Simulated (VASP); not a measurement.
A convergence study with VASP on BeTe (zinc blende): one setting is varied, all else stays as given below, so the limit is that of these other settings.

```yaml
crystal:
  lattice:
    - [0.00000, 2.81500, 2.81500]
    - [2.81500, 0.00000, 2.81500]
    - [2.81500, 2.81500, 0.00000]
  atoms:
    - { symbol: Be, position: [0.00000, 0.00000, 0.00000] }
    - { symbol: Te, position: [0.25000, 0.25000, 0.25000] }
```

Level of theory: PBE GGA, VASP's PBE PAW potentials (set 64) (plane waves; VASP 6.6.1). The tightest run used: 550 eV cut-off, 17×17×17 Γ-centred mesh, tetrahedra with Blöchl corrections, potentials Be Te.

Gaps are read on the run's mesh, which can miss a band edge.

**Question.** The settings run are 3×3×3 mesh; 4×4×4 mesh; 5×5×5 mesh; 6×6×6 mesh; 7×7×7 mesh; 8×8×8 mesh; 9×9×9 mesh; 10×10×10 mesh; 11×11×11 mesh; 12×12×12 mesh; 13×13×13 mesh; 14×14×14 mesh; 15×15×15 mesh; 16×16×16 mesh; 17×17×17 mesh. From which on does the energy per atom stay within 0.01 eV/atom of the tightest run?

**Answer.** From 6×6×6 mesh on: it is off by 0.0032 there and by no more than 0.01 in any finer run, while 5×5×5 mesh is off by 0.0109.
| setting | E (eV/atom) | pressure (GPa) | gap on the mesh (eV) | irreducible k-points | difference judged (eV/atom) |
|---|---|---|---|---|---|
| 3×3×3 mesh | -3.6472 | 2.85 | 2.230 | 4 | 0.1637 |
| 4×4×4 mesh | -3.7712 | 1.65 | 1.961 | 8 | 0.0397 |
| 5×5×5 mesh | -3.8000 | 1.33 | 2.073 | 10 | 0.0109 |
| 6×6×6 mesh | -3.8077 | 1.24 | 1.970 | 16 | 0.0032 |
| 7×7×7 mesh | -3.8099 | 1.21 | 2.025 | 20 | 0.0010 |
| 8×8×8 mesh | -3.8106 | 1.20 | 1.971 | 29 | 0.0003 |
| 9×9×9 mesh | -3.8108 | 1.20 | 2.004 | 35 | 0.0001 |
| 10×10×10 mesh | -3.8109 | 1.20 | 1.971 | 47 | 0.0000 |
| 11×11×11 mesh | -3.8109 | 1.20 | 1.993 | 56 | 0.0000 |
| 12×12×12 mesh | -3.8109 | 1.20 | 1.971 | 72 | 0.0000 |
| 13×13×13 mesh | -3.8109 | 1.20 | 1.987 | 84 | 0.0000 |
| 14×14×14 mesh | -3.8109 | 1.20 | 1.971 | 104 | 0.0000 |
| 15×15×15 mesh | -3.8109 | 1.20 | 1.983 | 120 | 0.0000 |
| 16×16×16 mesh | -3.8109 | 1.20 | 1.971 | 145 | 0.0000 |
| 17×17×17 mesh | -3.8109 | 1.20 | 1.980 | 165 | 0.0000 |

Left out are rungs that failed or repeat a setting and relaxations that didn't move; long series are thinned to 24 rows.

The compound is BeTe in the zinc blende structure. The cell was not relaxed at this level.
